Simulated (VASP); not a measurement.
Given:

```xyz
70
Lattice="9.3112 0.0000 0.0000 0.0000 9.3112 0.0000 0.0000 0.0000 8.9060" Properties=species:S:1:pos:R:3 pbc="T T T"
Ti     0.0000     0.0000     0.0000
Ti     2.3278     2.3278     1.4843
Ti     0.0000     0.0000     2.9687
Ti     2.3278     2.3278     4.4530
Ti     0.0000     0.0000     5.9374
Ti     2.3278     2.3278     7.4217
Ti     0.0000     4.6556     0.0000
Ti     2.3278     6.9834     1.4843
Ti     0.0000     4.6556     2.9687
Ti     2.3278     6.9834     4.4530
Ti     0.0000     4.6556     5.9374
Ti     2.3278     6.9834     7.4217
Ti     4.6556     0.0000     0.0000
Ti     6.9834     2.3278     1.4843
Ti     4.6556     0.0000     2.9687
Ti     6.9834     2.3278     4.4530
Ti     4.6556     0.0000     5.9374
Ti     6.9834     2.3278     7.4217
Ti     4.6394     4.6515     8.8664
Ti     6.9834     6.9834     1.4843
Ti     6.9834     6.9834     4.4530
Ti     4.6654     4.6128     5.9638
Ti     6.9834     6.9834     7.4217
O      1.4200     1.4200     0.0000
O      3.7478     0.9078     1.4843
O      0.9078     3.7478     1.4843
O      3.2357     3.2357     0.0000
O      1.4200     1.4200     2.9687
O      3.7478     0.9078     4.4530
O      0.9078     3.7478     4.4530
O      3.2184     3.1948     2.9374
O      1.4200     1.4200     5.9374
O      3.7478     0.9078     7.4217
O      0.9078     3.7478     7.4217
O      3.2357     3.2357     5.9374
O      1.4200     6.0756     0.0000
O      0.9078     8.4034     1.4843
O      3.2357     7.8913     0.0000
O      1.4200     6.0756     2.9687
O      3.7563     5.5351     4.4817
O      0.9078     8.4034     4.4530
O      3.2357     7.8913     2.9687
O      1.4200     6.0756     5.9374
O      3.7478     5.5635     7.4217
O      0.9078     8.4034     7.4217
O      3.2357     7.8913     5.9374
O      6.0756     1.4200     0.0000
O      8.4034     0.9078     1.4843
O      5.5476     3.7113     1.4471
O      7.8913     3.2357     0.0000
O      6.0756     1.4200     2.9687
O      8.4034     0.9078     4.4530
O      5.5911     3.7969     4.4096
O      7.8913     3.2357     2.9687
O      6.0756     1.4200     5.9374
O      8.4034     0.9078     7.4217
O      5.5635     3.7478     7.4217
O      7.8913     3.2357     5.9374
O      6.0756     6.0756     0.0000
O      8.4034     5.5635     1.4843
O      5.5635     8.4034     1.4843
O      7.8913     7.8913     0.0000
O      6.1192     6.0839     2.9420
O      8.4034     5.5635     4.4530
O      5.5635     8.4034     4.4530
O      7.8913     7.8913     2.9687
O      6.0756     6.0756     5.9374
O      8.4034     5.5635     7.4217
O      5.5635     8.4034     7.4217
O      7.8913     7.8913     5.9374
```
Cell charge +2.

The numbers are results of PBE GGA, VASP's PBE PAW potentials (set 64) (plane waves; VASP), not measurements. Run with PREC = Normal, LREAL = Auto, ISYM = 0, NELECT = 372.0, EDIFF = 1E-5, 400 eV cut-off, 1×1×1 Γ-centred mesh, Gaussian smearing of 0.050 eV, potentials Ti O.

At this cut-off the stress carries a Pulay error, which pulls relaxed volumes low. The cell is charged, with a uniform compensating background. The supercell is sampled at Γ alone, which is coarse: total energies, pressure and levels can be off, energies of defects by several tenths of an eV.

Task: The ions are relaxed. Which structure does the run end with?

Result: 
```xyz
70
Lattice="9.3112 0.0000 0.0000 0.0000 9.3112 0.0000 0.0000 0.0000 8.9060" Properties=species:S:1:pos:R:3 pbc="T T T"
Ti     9.2330     0.0738     8.8919
Ti     2.3956     2.3554     1.5114
Ti     9.1876     0.1226     3.0171
Ti     2.3727     2.3753     4.4006
Ti     0.1215     9.1893     5.9227
Ti     2.3047     2.3066     7.4068
Ti     0.0024     4.6231     8.8997
Ti     2.1145     7.1951     1.4861
Ti     0.0153     4.6329     2.9607
Ti     2.3846     6.9289     4.4119
Ti     0.0052     4.6961     5.9246
Ti     2.4034     6.9074     7.4457
Ti     4.6869     9.3065     8.9005
Ti     6.8516     2.4576     1.4913
Ti     4.6789     9.2972     2.9614
Ti     6.9443     2.3699     4.4413
Ti     4.6168     9.3079     5.9250
Ti     7.0527     2.2583     7.3880
Ti     4.8055     4.5045     8.7505
Ti     6.9541     6.9141     1.5114
Ti     6.9353     6.9378     4.4013
Ti     4.6406     4.6676     5.7457
Ti     7.0023     7.0046     7.4049
O      1.3959     1.4226     8.9025
O      3.7411     0.9024     1.4840
O      0.9047     3.7397     1.4898
O      3.2357     3.2870     0.0047
O      1.3695     1.4245     2.9793
O      3.7433     0.9060     4.4504
O      0.9166     3.7629     4.4699
O      3.1863     3.1967     2.9653
O      1.4334     1.3791     5.9610
O      3.7421     0.9089     7.4476
O      0.9212     3.7494     7.4189
O      3.2372     3.2429     5.9582
O      1.4707     6.0368     0.0541
O      0.8448     8.4657     1.4990
O      3.2740     7.8390     0.0546
O      1.4461     6.0533     2.9248
O      3.6749     5.6342     4.5353
O      0.9107     8.3999     4.4031
O      3.2575     7.8645     2.9240
O      1.3894     6.0946     5.9628
O      3.7574     5.5527     7.4320
O      0.9292     8.3817     7.4886
O      3.2169     7.9209     5.9628
O      6.0814     1.3844     8.8928
O      8.3667     0.9430     1.4728
O      5.5647     3.7452     1.3758
O      7.9258     3.2285     8.8934
O      6.0676     1.4066     2.9647
O      8.4020     0.9084     4.5383
O      5.6490     3.6636     4.5824
O      7.9045     3.2429     2.9632
O      6.0856     1.3697     5.9551
O      8.4107     0.8991     7.3857
O      5.6210     3.6897     7.3658
O      7.9420     3.2246     5.9561
O      6.0227     6.0746     0.0054
O      8.4079     5.5696     1.4842
O      5.5711     8.4061     1.4902
O      7.8877     7.9138     8.9026
O      6.1130     6.1244     2.9657
O      8.4044     5.5668     4.4502
O      5.5479     8.3944     4.4698
O      7.8863     7.9407     2.9792
O      6.0666     6.0736     5.9583
O      8.4009     5.5679     7.4476
O      5.5614     8.3897     7.4189
O      7.9316     7.8765     5.9614
```
Cell charge +2.

Task: How much energy does the relaxation gain?

Result: The energy (σ→0) changes by -39.6 meV/atom, in 27 ionic steps.

| step | E(σ→0) (eV) | max force (eV/Å) | pressure (GPa) | volume (Å³) |
|---|---|---|---|---|
| 1 | -608.1335 | 3.898 | -8.96 | 772.15 |
| 2 | -610.0497 | 2.530 | -7.23 | 772.15 |
| 3 | -610.0904 | 1.650 | -7.64 | 772.15 |
| 4 | -610.5398 | 0.947 | -6.98 | 772.15 |
| 5 | -610.5634 | 0.770 | -7.17 | 772.15 |
| 6 | -610.7051 | 0.466 | -7.39 | 772.15 |
| 7 | -610.7089 | 0.538 | -7.42 | 772.15 |
| 8 | -610.8004 | 0.407 | -7.29 | 772.15 |
| 9 | -610.8057 | 0.562 | -7.24 | 772.15 |
| 10 | -610.8431 | 0.641 | -7.12 | 772.15 |
| 11 | -610.8457 | 0.421 | -7.15 | 772.15 |
| 12 | -610.8716 | 0.210 | -7.13 | 772.15 |
| 13 | -610.8718 | 0.224 | -7.12 | 772.15 |
| 14 | -610.8881 | 0.116 | -7.21 | 772.15 |
| 15 | -610.8893 | 0.205 | -7.23 | 772.15 |
| 16 | -610.8966 | 0.233 | -7.25 | 772.15 |
| 17 | -610.8966 | 0.221 | -7.24 | 772.15 |
| 18 | -610.9015 | 0.142 | -7.19 | 772.15 |
| 19 | -610.9016 | 0.106 | -7.19 | 772.15 |
| 20 | -610.9041 | 0.069 | -7.20 | 772.15 |
| 21 | -610.9041 | 0.070 | -7.19 | 772.15 |
| 22 | -610.9053 | 0.065 | -7.20 | 772.15 |
| 23 | -610.9053 | 0.076 | -7.20 | 772.15 |
| 24 | -610.9062 | 0.039 | -7.20 | 772.15 |
| 25 | -610.9062 | 0.041 | -7.19 | 772.15 |

The cell is a supercell with a defect, built from TiO2 (rutile): vac_Ti-vac_O, charge +2. The run is not spin-polarised, so no state with unpaired spins was tried.
